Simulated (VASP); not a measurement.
These are vdW-DF-cx, VASP's PBE PAW potentials (set 64) (plane waves; VASP) values and carry that method's errors.

VASP input:

File POSCAR:
```
TiB2
1
    1.5103582640    -2.6160172772    -0.0000000000
    1.5103582640     2.6160172772    -0.0000000000
    0.0000000000    -0.0000000000     3.1819276508
Ti B
1 2
Direct
  1.0000000000   0.0000000000   1.0000000000
  0.3333330000   0.6666670000   0.5000000000
  0.6666670000   0.3333330000   0.5000000000
```

File KPOINTS:
```
Automatic mesh
0
gamma
11 11 9
0 0 0
```

**INCAR**
```
! general
SYSTEM   = TiB2
PREC     = Accurate
ENCUT    = 520
LREAL    = .FALSE.   ! projection in real space or not
LASPH    = .TRUE.   ! aspherical one-centre terms

! electronic loop
EDIFF    = 1E-6   ! SCF stop (eV)
NELM     = 100   ! most electronic steps
ALGO     = Normal
LMAXMIX  = 4

! smearing
ISMEAR   = 1
SIGMA    = 0.1   ! width (eV)

! functional
GGA      = CX
LUSE_VDW = .TRUE.
AGGAC    = 0.0

! ions
IBRION   = 2
NSW      = 60   ! most ionic steps
ISIF     = 3   ! ions, shape and volume
EDIFFG   = -0.02   ! ionic stop

! output
LWAVE    = .FALSE.
LCHARG   = .FALSE.
```

POTCAR, in this order: Ti_sv B (PBE.64 set). Program: vasp_std.

### Question
Estimate the energy per atom (σ→0), volume per atom, band gap (on the k-mesh).

### Answer

```
Item                                                        Result
------------------------  ----------------------------------------
energy per atom (σ→0)                               -6931 meV/atom
band gap (on the k-mesh)  none (metal, semimetal or under 0.01 eV)
volume per atom                                      8.47 Å^3/atom
```

### OSZICAR
```
...
   3 F= -.20792785E+02 E0= -.20792584E+02  d E =-.253401E-02
       N       E                     dE             d eps       ncg     rms          rms(c)
DAV:   1    -0.207932133283E+02   -0.42916E-03   -0.16068E-02  2220   0.206E+00    0.129E-01
DAV:   2    -0.207930220322E+02    0.19130E-03   -0.90728E-04  2123   0.321E-01    0.738E-02
DAV:   3    -0.207929361203E+02    0.85912E-04   -0.10187E-04  2450   0.137E-01    0.228E-02
DAV:   4    -0.207929267238E+02    0.93965E-05   -0.20081E-05  2401   0.559E-02    0.334E-03
DAV:   5    -0.207929262400E+02    0.48382E-06   -0.15614E-06  1505   0.160E-02
   4 F= -.20792926E+02 E0= -.20792731E+02  d E =-.141595E-03
```

The compound is TiB2 in the AlB2 type structure. This run relaxes it. Symmetry was kept, so distortions that lower it aren't found. The start is the result of an earlier pass.
